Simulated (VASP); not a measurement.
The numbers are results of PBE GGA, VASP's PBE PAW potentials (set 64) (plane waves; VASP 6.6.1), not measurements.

VASP input:

File POSCAR:
```
CoSi
1
    4.4272635265     0.0000000000     0.0000000000
   -0.0000000000     4.4272635265     0.0000000000
    0.0000000000    -0.0000000000     4.4272635265
Co Si
4 4
Direct
  0.8550918671   0.6449081329   0.3550918671
  0.3550918671   0.8550918671   0.6449081329
  0.1449081329   0.1449081329   0.1449081329
  0.6449081329   0.3550918671   0.8550918671
  0.1567782722   0.3432217278   0.6567782722
  0.6567782722   0.1567782722   0.3432217278
  0.8432217278   0.8432217278   0.8432217278
  0.3432217278   0.6567782722   0.1567782722
```

INCAR:
```
SYSTEM = CoSi
PREC = Accurate
ENCUT = 400
EDIFF = 1E-7
NELM = 100
ALGO = Normal
LREAL = .FALSE.
LASPH = .TRUE.
ISMEAR = -5
GGA = PE
LMAXMIX = 4
LWAVE = .FALSE.
LCHARG = .TRUE.
LORBIT = 11
NEDOS = 601
ISIF = 2
LEFG = .TRUE.
```

**KPOINTS**
```
Automatic mesh
0
Gamma
8 8 8
0 0 0
```

POTCAR, in this order: Co Si (PBE.64 set). Program: vasp_std.

What VASP printed:

File OSZICAR:
```
       N       E                     dE             d eps       ncg     rms          rms(c)
DAV:   1     0.311326827763E+03    0.31133E+03   -0.18834E+04  2790   0.157E+03
DAV:   2    -0.317702770280E+02   -0.34310E+03   -0.33484E+03  2790   0.371E+02
DAV:   3    -0.594621636664E+02   -0.27692E+02   -0.26971E+02  3411   0.122E+02
DAV:   4    -0.606259178270E+02   -0.11638E+01   -0.11582E+01  3613   0.248E+01
DAV:   5    -0.606724055835E+02   -0.46488E-01   -0.46491E-01  3909   0.421E+00    0.275E+01
DAV:   6    -0.668520795474E+02   -0.61797E+01   -0.18595E+02  3978   0.154E+02    0.273E+01
DAV:   7    -0.546752878447E+02    0.12177E+02   -0.70623E+01  3841   0.110E+02    0.766E+00
DAV:   8    -0.548442445364E+02   -0.16896E+00   -0.40636E+00  3190   0.116E+01    0.289E+00
DAV:   9    -0.547555083242E+02    0.88736E-01   -0.33361E-01  4390   0.649E+00    0.112E+00
DAV:  10    -0.547498312394E+02    0.56771E-02   -0.17822E-02  3966   0.924E-01    0.273E-01
DAV:  11    -0.547491314390E+02    0.69980E-03   -0.31475E-03  4597   0.541E-01    0.956E-02
DAV:  12    -0.547490928889E+02    0.38550E-04   -0.21969E-04  3565   0.153E-01    0.319E-02
DAV:  13    -0.547490879550E+02    0.49340E-05   -0.93045E-05  4484   0.672E-02    0.342E-02
DAV:  14    -0.547490854273E+02    0.25277E-05   -0.14965E-05  4021   0.290E-02    0.861E-03
DAV:  15    -0.547490862717E+02   -0.84444E-06   -0.23753E-06  4464   0.126E-02    0.138E-03
DAV:  16    -0.547490862794E+02   -0.76743E-08   -0.75832E-08  1969   0.286E-03
   1 F= -.54749086E+02 E0= -.54749086E+02  d E =0.000000E+00
```

OUTCAR:
```
------------------------ aborting loop because EDIFF is reached ----------------------------------------
  FORCE on cell =-STRESS in cart. coord.  units (eV):
  Direction    XX          YY          ZZ          XY          YZ          ZX
  --------------------------------------------------------------------------------------
  Total        0.0572120      0.0572120      0.0572120     -0.0000000      0.0000000      0.0000000
  in kB        1.0563113      1.0563113      1.0563113     -0.0000000      0.0000000      0.0000000
  external PRESSURE =       1.0563113 kB  Pullay stress =       0.0000000 kB
  volume of cell :       86.78
      direct lattice vectors                 reciprocal lattice vectors
     4.427263526  0.000000000  0.000000000     0.225873159  0.000000000  0.000000000
     0.000000000  4.427263526  0.000000000     0.000000000  0.225873159  0.000000000
     0.000000000  0.000000000  4.427263526     0.000000000  0.000000000  0.225873159
 POSITION                                       TOTAL-FORCE (eV/Angst)
 -----------------------------------------------------------------------------------
      3.78572      2.85518      1.57209        -0.008908      0.008908     -0.008908
      1.57209      3.78572      2.85518        -0.008908     -0.008908      0.008908
      0.64155      0.64155      0.64155         0.008908      0.008908      0.008908
      2.85518      1.57209      3.78572         0.008908     -0.008908     -0.008908
      0.69410      1.51953      2.90773        -0.001247      0.001247     -0.001247
      2.90773      0.69410      1.51953        -0.001247     -0.001247      0.001247
      3.73316      3.73316      3.73316         0.001247      0.001247      0.001247
      1.51953      2.90773      0.69410         0.001247     -0.001247     -0.001247
 -----------------------------------------------------------------------------------
    total drift:                                0.000000      0.000000      0.000000
  FREE ENERGIE OF THE ION-ELECTRON SYSTEM (eV)
  ---------------------------------------------------
  free  energy   TOTEN  =       -54.7490862794 eV

  energy  without entropy=      -54.7490862794  energy(sigma->0) =      -54.74908628

 total charge

# of ion       s       p       d       tot
------------------------------------------
    1        0.438   0.620   7.563   8.621
    2        0.438   0.620   7.563   8.621
    3        0.438   0.620   7.563   8.621
    4        0.438   0.620   7.563   8.621
    5        0.725   0.885   0.000   1.610
    6        0.725   0.885   0.000   1.610
    7        0.725   0.885   0.000   1.610
    8        0.725   0.885   0.000   1.610
--------------------------------------------------
tot          4.651   6.020  30.254  40.925
```
(Selected blocks of OUTCAR.)

For a metal the tetrahedron method with Blöchl corrections gives inexact stress and forces.

The compound is CoSi in the B20 structure. It was relaxed first. The run is not spin-polarised, so no magnetic state was tried.
